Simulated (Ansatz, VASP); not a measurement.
# Cross-check of HfNi (HfNi (Cmcm)) between VASP and Ansatz, part 2 of 2

Wanted: the spread between two codes on one cell, functional and k mesh. The cell is taken from a series of runs on this material, whose earlier steps may have relaxed, scaled, displaced or heated it; both programs get it as it stands.

VASP 6.6.1 and Ansatz 0.2.0.

So far: Set-up; VASP: relaxation of cell and atoms, r2SCAN.

## Step 3: Ansatz: relaxation of cell and atoms, r2SCAN

Level of this step: Ansatz beside VASP: Kohn-Sham DFT, plane waves, r2SCAN (Ansatz).

Ansatz runs on its PAW soft_1 files.

The same cell, functional, mesh and smearing now go to Ansatz.

input.yaml

```yaml
crystal:
  lattice:
    - [1.6009301, -4.9169401, 0.0]
    - [1.6009301, 4.9169401, 0.0]
    - [0.0, 0.0, 4.0348934]
  atoms:
    - { symbol: Hf, position: [0.8610144, 0.1389856, 0.75] }
    - { symbol: Hf, position: [0.1389856, 0.8610144, 0.25] }
    - { symbol: Ni, position: [0.58425451, 0.41574549, 0.75] }
    - { symbol: Ni, position: [0.41574549, 0.58425451, 0.25] }
basis:
  ecutwfc: 500
  xc_grid: 2
hamiltonian:
  xc: r2scan
  pseudopotentials: { kind: paw, azcp: { folder: soft_1 } }
kpoints:
  mp_grid: { grid: [13, 13, 10] }
scf:
  occupations: { method: fermi_dirac, width: 0.05 }
  max_iter: 150
output:
  forces: true
  stress: true
relax:
  f_tol: 0.01
  max_steps: 60
  cell: {}
checkpoint:
  write: "../r2scan.run"
  compress: false
  write_wavefunctions: false
  write_every: 100000
```

Run with:

```sh
$ ansatz run input.yaml --threads 4 --pin off --max-ram 6594MiB --backend cpu --events-out ev --progress --plain --runs-dir out
```

Numbers of over 12 decimals in the logs are rounded to 6 here.

What it wrote:

```text
Engine: ansatz 0.2.0, aarch64-unknown-linux-gnu
Pseudopotentials: kind: paw
Pseudopotential: Hf, paw, valence charge 26, recommended cutoff 500 eV (meta_gga), soft_1/Hf.paw.azcp
Pseudopotential: Ni, paw, valence charge 18, recommended cutoff 500 eV (meta_gga), soft_1/Ni.paw.azcp
Functional definition: r2SCAN
  parameter k0 = 0.174
  parameter k1 = 0.065
  parameter a1 = 4.9479
  exchange = r2scan_x(k0 = k0, k1 = k1, a1 = a1)
  correlation = r2scan_c
Crystal: 4 atoms, lattice volume = 63.523 Å³
Basis set: ecut = 500 eV, 1615 PW (Γ), exchange–correlation on 80×80×60 points (8 copies of the dense FFT grid, shifted against one another)
Bands: 53, of which v1, the nominal top of the filled ones, is band 44 counted from 1 (43 counted from 0)
Symmetry: 8 space group operations
Space group: Cmcm (ITA 63), of the structure as read, at distance tolerance 4.0e-5 Å
k-points: 294 of 1690
Non-local potential: Hf, projectors of the file, l = 0: 3, l = 1: 2, l = 2: 2, l = 3: 3
Non-local potential: Ni, projectors of the file, l = 0: 3, l = 1: 2, l = 2: 3, l = 3: 1
PAW form: soft (Blöchl's): semilocal exchange-correlation on the pseudo side does not see the compensation charge
PAW frozen core: Hf, regenerated for the run's functional (the file was generated under x = pbe(κ = 0.804, μ = 0.219515), c = pbe(β = 0.066725))
PAW frozen core: Ni, regenerated for the run's functional (the file was generated under x = pbe(κ = 0.804, μ = 0.219515), c = pbe(β = 0.066725))
PAW one-centre angular grid: Hf, 974 points (default); XC on 224 Gauss nodes
PAW one-centre angular grid: Ni, 590 points (default); XC on 160 Gauss nodes
Initial density: superposition of atomic densities (chi_scale 0.1, normalization cell, long waves kept (reshape's long-wave potential 0.00 eV rms))
Initial wavefunctions: pseudopotential atomic-orbital guess
Functional: x = r2scan, c = r2scan; τ floored in thin density (d = 2e-4 eV/Å³)
SCF iter   1: F=—  HF=-43161.341302 eV  |F-HF|=—  |Δ(HF+E_count)|=         —  Δρ=2.07e-1  dr2=1.93e1  dr2_τ=1.07e-1  ethr=3.10e-3  ⟨swp⟩=5.4  Hψ=48229  notcnv=0  defer=33
preconditioner: auto → Kerker (q_TF=auto, 2.881 Å⁻¹)  [metal: Δε(μ)=0.002 eV  Ē_g=15.281 eV  σ=0.050 eV  W_gap=0.01  n_scr=26 (ndim 8)  ℏωp=38.4 eV  f_vac=0.000  D(μ)=2.06/eV (n_scr^D=12)]
SCF iter   2: F=—  HF=-43164.374813 eV  |F-HF|=—  |Δ(HF+E_count)|=    3.03e0  Δρ=2.84e-1  dr2=3.35e1  dr2_τ=2.68e-1  ethr=3.10e-3  ⟨swp⟩=4.6  Hψ=43544  notcnv=0  defer=433
SCF iter   3: F=—  HF=-43160.676825 eV  |F-HF|=—  |Δ(HF+E_count)|=    3.70e0  Δρ=1.28e-1  dr2=7.36e0  dr2_τ=5.75e-2  ethr=3.10e-3  ⟨swp⟩=3.0  Hψ=34979  notcnv=0  defer=442
SCF iter   4: F=—  HF=-43160.140340 eV  |F-HF|=—  |Δ(HF+E_count)|=   5.36e-1  Δρ=1.81e-2  dr2=1.67e-1  dr2_τ=1.09e-2  ethr=3.10e-3  ⟨swp⟩=3.0  Hψ=25709  notcnv=0  defer=449
SCF iter   5: F=—  HF=-43160.173403 eV  |F-HF|=—  |Δ(HF+E_count)|=   3.31e-2  Δρ=3.37e-3  dr2=1.07e-2  dr2_τ=4.06e-4  ethr=1.90e-4  ⟨swp⟩=3.0  Hψ=31851  notcnv=0  defer=452
SCF iter   6: F=—  HF=-43160.176982 eV  |F-HF|=—  |Δ(HF+E_count)|=   3.58e-3  Δρ=6.05e-3  dr2=1.51e-2  dr2_τ=4.49e-4  ethr=1.22e-5  ⟨swp⟩=2.0  Hψ=28524  notcnv=0  defer=452
SCF iter   7: F=—  HF=-43160.175434 eV  |F-HF|=—  |Δ(HF+E_count)|=   1.55e-3  Δρ=6.21e-3  dr2=1.73e-2  dr2_τ=1.78e-4  ethr=1.22e-5  ⟨swp⟩=2.0  Hψ=20669  notcnv=0  defer=452
SCF iter   8: F=—  HF=-43160.174095 eV  |F-HF|=—  |Δ(HF+E_count)|=   1.34e-3  Δρ=9.93e-4  dr2=5.64e-4  dr2_τ=7.18e-6  ethr=1.22e-5  ⟨swp⟩=2.1  Hψ=18907  notcnv=0  defer=452
SCF iter   9: F=—  HF=-43160.174061 eV  |F-HF|=—  |Δ(HF+E_count)|=   3.38e-5  Δρ=3.62e-4  dr2=5.43e-5  dr2_τ=6.81e-7  ethr=6.40e-7  ⟨swp⟩=2.0  Hψ=24792  notcnv=0  defer=452
SCF iter  10: F=—  HF=-43160.174063 eV  |F-HF|=—  |Δ(HF+E_count)|=   1.89e-6  Δρ=4.69e-5  dr2=1.52e-6  dr2_τ=2.52e-8  ethr=6.17e-8  ⟨swp⟩=2.0  Hψ=20160  notcnv=0  defer=452
SCF iter  11: F=—  HF=-43160.174064 eV  |F-HF|=—  |Δ(HF+E_count)|=   3.26e-7  Δρ=3.41e-5  dr2=5.01e-7  dr2_τ=1.38e-8  ethr=1.72e-9  ⟨swp⟩=2.0  Hψ=26502  notcnv=0  defer=452
SCF iter  12: F=-43160.174063 eV  HF=-43160.174064 eV  |F-HF|=7.02e-8  |Δ(HF+E_count)|=  4.07e-10  Δρ=1.01e-5  dr2=6.84e-8  dr2_τ=7.66e-10  ethr=1.14e-10  ⟨swp⟩=4.1  Hψ=66396  notcnv=0
SCF 1 converged in 12 iterations: F = -43160.174063 eV  dr2 = 6.84e-8
  greatest PAW one-centre occupation: 1.001 electrons in one spin orbital (limit 2), on the Ni atom at site 3 (counted from 0), in its partial waves of l = 0
relax step   1: F+E_penalty+E_count = -43160.17406347 eV  Δ(F+E_penalty+E_count) = +0.000e0 eV  max|allowed force component| = 6.406e-2 eV/Å  Δτ_max = 0.0000 Å  P = +1.147 GPa  Ω = 63.523 Å³  (12 SCF iters, dr2 threshold 1.00e-7 eV, accepted)
[...]
relax step   2: F+E_penalty+E_count = -43160.17477626 eV  Δ(F+E_penalty+E_count) = -7.128e-4 eV  max|allowed force component| = 4.748e-2 eV/Å  Δτ_max = 0.0072 Å  P = -0.772 GPa  Ω = 64.238 Å³  energy of the carried Pulay correction = -2.950e-4 eV  (9 SCF iters, dr2 threshold 4.00e-7 eV, accepted)
[...]
relax step   3: F+E_penalty+E_count = -43160.17584437 eV  Δ(F+E_penalty+E_count) = -1.068e-3 eV  max|allowed force component| = 5.885e-3 eV/Å  Δτ_max = 0.0032 Å  P = -0.023 GPa  Ω = 63.956 Å³  energy of the carried Pulay correction = -1.789e-4 eV  (8 SCF iters, dr2 threshold 4.00e-7 eV, accepted)
[...]
relax step   4: F+E_penalty+E_count = -43160.17589987 eV  Δ(F+E_penalty+E_count) = -5.550e-5 eV  max|allowed force component| = 1.782e-3 eV/Å  Δτ_max = 0.0007 Å  P = +0.001 GPa  Ω = 63.946 Å³  energy of the carried Pulay correction = -1.749e-4 eV  (6 SCF iters, dr2 threshold 4.77e-8 eV, accepted)
[...]
relax step   5: F+E_penalty+E_count = -43160.17607340 eV  Δ(F+E_penalty+E_count) = -1.735e-4 eV  max|allowed force component| = 1.822e-3 eV/Å  Δτ_max = 0.0000 Å  P = +0.003 GPa  Ω = 63.946 Å³  stress off target by 3.04e-2 GPa  SCF on the basis re-selected at this cell (its energy is not comparable with the rows above)  (8 SCF iters)
basis re-selected at this cell: Δ(F+E_penalty+E_count) = -1.735e-4 eV, ΔP = +0.003 GPa vs the last step (what re-selecting the basis moved, of the pressure what is left beyond the Pulay correction that the steps carried, after the strain that the cell walked since its last selection, with what the two solves' SCF thresholds leave and, on support functions, any second-order correction that the steps lacked; it is no m [...]
SCF converged after 8 iterations
Free energy (F): -43160.176073 eV
Harris-Foulkes:  -43160.176073 eV  (|F-HF|=0.00e0)
Internal energy: -43160.158329 eV  (E = F + TS)
E sigma→0 (E₀):  -43160.167201 eV
Entropy (-TS):   -0.017744 eV (-4.436 meV/atom)
Fermi energy:    18.781406 eV
--- Per-component energies (eV) ---
  E_band       = -618.066249
  E_kinetic    = 1500.024830
  E_local      = -18041.645648  (includes V_loc(G=0)·N_el)
  E_nonlocal   = -118.309486
  E_hartree    = 9132.545199
  E_xc         = -723.263981
  E_vxc        = -886.008577  (∫ρ·V_xc dr)
  E_paw        = -18779.834579  (= ΣΔE_a)
  E_vpaw       = -1387.858696  (= ΣTr[D̂ρ^β])
  E_aug_tail   = 0.001154  (compensation charges beyond the density's cutoff)
  E_vtau       = 50.640291  (kinetic-family band-sum trace: ∫τ·v_τ [+ j·A + Jᵃ·Aᵃ] dr)
  E_ewald      = -16129.718791
  E_core_change = 0.042973  (= ΣΔE_core)
  E_smearing   = -0.017744  (= −TS)
  E_closure    = -0.000000  (closes the sum)
  Σ components = -43160.176073   (vs F -43160.176073, Δ=0.00e0)
--- Forces (eV/Å), atoms counted from 1 ---
  atom   1  Hf     0.00000000     0.00182153     0.00000000
  atom   2  Hf     0.00000000    -0.00182153     0.00000000
  atom   3  Ni     0.00000000    -0.00084932     0.00000000
  atom   4  Ni     0.00000000     0.00084932     0.00000000
  max |Σ_I F_I| component: 1.08e-19 eV/Å
--- Stress (GPa, compression-positive) ---
        0.009394       0.000000       0.000000
        0.000000      -0.030096       0.000000
        0.000000       0.000000       0.030415
  P = ⅓ Tr σ = 0.0032 GPa (0.032 kbar)
--- Relaxed structure (4 steps of the walk, 4 accepted, 1 SCFs on fresh bases) ---
  F+E_penalty+E_count = -43160.17607340 eV   max|allowed force component| = 1.822e-3 eV/Å   (the final SCF, on the basis selected at the relaxed cell)
  cell:  # Å, volume = 63.9460 Å³
    - [1.604590, -4.922278, 0.0]
    - [1.604590, 4.922278, 0.0]
    - [0.0, 0.0, 4.048117]
  atoms:
    - { symbol: Hf, position: [0.860602, 0.139398, 0.750000] }
    - { symbol: Hf, position: [0.139398, 0.860602, 0.25] }
    - { symbol: Ni, position: [0.583749, 0.416251, 0.750000] }
    - { symbol: Ni, position: [0.416251, 0.583749, 0.25] }
```

Reading the cycles: dr2 is the Hartree energy of the density residual (eV), the measure of convergence; HF is the Harris–Foulkes estimate of the energy, which meets the free energy F at convergence.

## Step 4: Comparison

Known differences besides the potentials themselves: VASP keeps PBE cores, Ansatz makes them for the functional; the data sets hold 88 valence electrons in Ansatz (on its PAW soft_1 files) and 40 in VASP; the cutoff is 500 eV in Ansatz and 660 eV in VASP; Ansatz adds a Pulay correction to the stress that steers its cell, VASP none. Total energies have different zeros and are not compared.

Compared:

```csv
quantity,Ansatz,VASP,difference
volume (Å³),63.95,63.52,+0.67 %
"edge a after relaxation, in the typed setting (Å)",5.177,5.165,+0.23 %
"edge c after relaxation, in the typed setting (Å)",4.048,4.042,+0.16 %
```

## Step 5: Outcome

```yaml
difference_in_volume_relaxation_of_cell_and_atoms_r2scan: 0.67 %
```

What this shows: The difference in volume is 0.67 % (relaxation of cell and atoms, r2SCAN), within the 1.2 % picked in this series as the mark of a large difference, as far as the stopping tolerances let one tell. The data sets hold unlike numbers of valence electrons (88 in Ansatz and 40 in VASP), so part of the differences comes from the potentials. Such differences can come from data sets, numerical settings and the points named under the comparisons, not from the functional's error against experiment.

[Lines on the potential files, build, host, timing and source positions are cut from VASP's logs without a mark.]

[Logs are printed without paths, hosts, clocks, repeated set-up lines and the standing remarks that a program may print on its own settings, such as how far it seeks lower states.]

[Hosts, paths, dates, database ids (printed as entryN), source tags and the programs' standing remarks are cut or masked in the printed files.]
